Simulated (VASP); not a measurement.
## Au: energy against volume

Au (fcc, Fm-3m, 16.632 Å³/atom and stress up to 0.02 GPa in the relaxed cell, cube axes along x, y and z) under an equal strain ε along all three axes. LDA in VASP (plane waves, PAW), 480 eV, 18×18×18 Γ-centred mesh, Methfessel-Paxton smearing 0.10 eV.

Here V stands for volume and E for E less E0.

| volume (Å³/atom) | E less E0 (meV/atom) | pressure (GPa) |
|---|---|---|
| 15.1798 | ? | ? |
| 15.6542 | 40.39 | 13.95 |
| 15.8950 | 22.29 | 9.99 |
| 16.1383 | 9.78 | 6.36 |
| 16.3840 | 2.47 | 3.05 |
| 16.6323 | 0.00 | 0.02 |
| 16.8830 | 2.01 | -2.74 |
| 17.1362 | 8.22 | -5.26 |
| 17.3920 | 18.36 | -7.57 |
| 17.6503 | 32.14 | -9.67 |

Fit E of the 9 rows that show it with the third-order Birch-Murnaghan form, a cubic in V^(-2/3). With u = V^(-2/3) - 0.154, the rows have u = 0.005801, 0.004183, 0.002589, 0.001020, -0.000527, -0.002050, -0.003551, -0.005029, -0.006486. Least squares gives E = 0.307 + 1126.6·u + 965285·u² + 5406961·u³. Residuals (row less fit): 0.009, -0.015, -0.008, 0.004, 0.019, 0.003, -0.016, -0.006, 0.008; standard error 0.015 (degrees of freedom: 5). Its minimum lies at u = -0.000586, so V0 = (0.153414)^(-3/2) = 16.64. There d²E/du² = 1912000 and d³E/du³ = 3.244e7, so B0 = (4/9) × 16.64^(-7/3) × 1912000 × 0.160218 = 193 GPa (the last factor turns the table's units into GPa), and B0' = 4 + (2/3) × 0.153414 × (3.244e7)/1912000 = 5.7. B0' rests on the cubic coefficient alone and has a standard error of 0.1 from these residuals.

Question: Predict the withheld E at V = 15.1798 from the fit, and compare with the calculation.

Answer: u = 0.009113, so E = 0.307 + 1126.6 × 0.009113 + 965285 × 0.009113² + 5406961 × 0.009113³ = 94.830 meV/atom. The calculation gives 94.88 meV/atom, 0.050 meV/atom above the prediction (0.1 % of the range of E in the table). The row lies outside the fitted rows, so this is an extrapolation. From the scatter of the fitted rows alone, a prediction at this place has a standard error of 0.072 meV/atom, so the miss is 0.7 times that.

In a metal these values are sensitive to mesh and smearing; energies are taken to zero smearing, stresses follow the free energy. Spin-orbit coupling is left out, which can shift these values for the heavy elements here. Other structures, which can take over under pressure, weren't tried. The same form fitted to the pressure column gives B0' = 5.7; series where the two differ by over 0.4 aren't shown. Rows are the converged runs of the series near zero and its far end, less any whose ions stayed unrelaxed beside relaxed ones; series whose fitted rows scatter by over a few per cent of the range, as at a crossing or softening among them, aren't shown in this form.
